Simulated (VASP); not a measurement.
All values below come from PBE GGA with D3 dispersion (Becke-Johnson damping), VASP's PBE PAW potentials (set 64) (plane waves; VASP).

Gaps are without spin-orbit coupling.

The volume per atom comes out as 12.00 Å³/atom. The band gap (over mesh and band path) is 1.84 eV and the smallest direct gap (over mesh and band path) comes out as 2.20 eV.

### Question
Which relaxed crystal gives these values?
(A) Cu3N, Pm-3m (221)
(B) RbBr, Fm-3m (225)
(C) SrTiO3, Pm-3m (221)
(D) Se, P3_121 (152)

### Answer
C, SrTiO3, Pm-3m (221)
